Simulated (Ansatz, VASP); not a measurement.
## One calculation of RuPt2, two programs

INCAR

```
SYSTEM = RuPt2
ALGO = Fast
EDIFF = 1E-6
EDIFFG = -0.04
ENCUT = 600
GGA = PE
IBRION = 2
ISIF = 3
ISMEAR = 0
LASPH = .True.
LCHARG = .False.
LREAL = .False.
LWAVE = .False.
NELM = 80
NSW = 90
PREC = Accurate
SIGMA = 0.1
```

KPOINTS

```
k-points
0
Gamma
  6 6 4
  0 0 0
```

The input POSCAR:

```
RuPt2
1.0
    3.5564939400      0.0000000000      0.0000000000
   -1.7782469700      3.0800141000      0.0000000000
    0.0000000000      0.0000000000      3.8395023300
Ru Pt
1 2
Direct
    0.0000000000      0.0000000000      0.0000000000
    0.3333333300      0.6666666700      0.5000000000
    0.6666666700      0.3333333300      0.5000000000
```

Input for Ansatz:

```yaml
crystal:
  lattice:
    - [3.55649394, 0.0, 0.0]
    - [-1.77824697, 3.0800141, 0.0]
    - [0.0, 0.0, 3.83950233]
  atoms:
    - { symbol: Ru, position: [0.0, 0.0, 0.0] }
    - { symbol: Pt, position: [0.33333333, 0.66666667, 0.5] }
    - { symbol: Pt, position: [0.66666667, 0.33333333, 0.5] }
basis:
  ecutwfc: 420
kpoints:
  mp_grid: { grid: [6, 6, 4] }
hamiltonian:
  xc: pbe
scf:
  occupations: { method: gaussian, width: 0.1 }
  lower_state_search: "off"
output:
  forces: true
  stress: true
  eigenvalues: true
relax:
  adjacent_minimum: "off"
  f_tol: 0.04
  max_steps: 70
  cell: { stress_tol: 0.4 }
```

Change from the starting cell: species swapped into the TmSi2 type (P6/mmm, No. 191).

Alike in both runs: task relaxation of cell and atoms; functional PBE; k mesh 6 × 6 × 4; occupations gaussian, width 0.1 eV; no spin polarisation.

```csv
,VASP,Ansatz
version,VASP 6.6.1,Ansatz 0.2.0
potentials or method,"VASP PAW PBE potentials, release 64 (Ru_pv, Pt)","scalar-relativistic, plane waves, PAW"
plane-wave cutoff (eV),600,420
valence electrons in the cell,34,52
```

```csv
,VASP,Ansatz,Ansatz less VASP
"gap on the k mesh at the Fermi level, each at its own relaxed structure (eV)",none,none,-
relaxed volume (Å³/atom),15.27,15.30,+0.034
relaxed cell length with the largest relative difference (Å),4.496,4.500,+0.0038
energy change over the relaxation (meV/atom),-3525,-3672,-147.5
```

A gap of «none» marks a metal or a gap that the smearing closes. The two sets of potentials don't hold the same shells in valence.

Caveats: the k mesh is coarse (spacing up to 0.41 Å⁻¹), so the values aren't converged. Spin-orbit coupling is left out, which matters for the levels of Pt.
